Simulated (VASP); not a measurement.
## La: stress against strain

La (dhcp, P6_3/mmc, 37.208 Å³/atom and stress up to 0.10 GPa in the relaxed cell, c along z) under a strain ε along c (axis z), the other axes held. PBE in VASP (plane waves, PAW), 480 eV, 18×18×4 Γ-centred mesh, Methfessel-Paxton smearing 0.10 eV; ions are relaxed, or left where forces stay under 0.02 eV/Å, within the symmetry of each cell. Stress is positive for a compressed cell.

Here s stands for strain and y for stress zz.

| strain (%) | stress zz (GPa) |
|---|---|
| -3.00 | ? |
| -1.50 | 0.96 |
| -1.00 | 0.67 |
| -0.50 | 0.38 |
| 0.00 | 0.10 |
| 0.50 | -0.17 |
| 1.00 | -0.44 |
| 1.50 | -0.70 |

Task: Fit y against s with a straight line, and predict the withheld value at s = -3.00.

Result: Means: s 0, y 0.114. About the means, the sum of products is -3.8750 and the sum of squares of s is 7.0000; the slope is their ratio. Least squares gives y = 0.114 - 0.5536·s. Residuals (row less fit): 0.016, 0.002, -0.011, -0.014, -0.007, 0.000, 0.016; standard error 0.013 (degrees of freedom: 5). The slope gives the elastic constant C33 = about 55 GPa. At the withheld row, y = 0.114 - 0.5536 × (-3.0) = 1.775 GPa. The calculation gives 1.89 GPa, 0.115 GPa above the prediction (4.4 % of the range of y in the table). The row lies outside the fitted rows, so this is an extrapolation. From the scatter of the fitted rows alone, a prediction at this place has a standard error of 0.021 GPa, so the miss is 5.5 times that.

A polynomial of degree 2 through the 12 other runs of the series gives 1.88 there, so most of the miss is curvature that the fit leaves out. In a metal these values are sensitive to mesh and smearing; energies are taken to zero smearing, stresses follow the free energy. Rows are the converged runs of the series near zero and its far end, less any whose ions stayed unrelaxed beside relaxed ones; series whose fitted rows scatter by over a few per cent of the range, as at a crossing or softening among them, aren't shown in this form. Most that stay on the fit to the last digits aren't either.
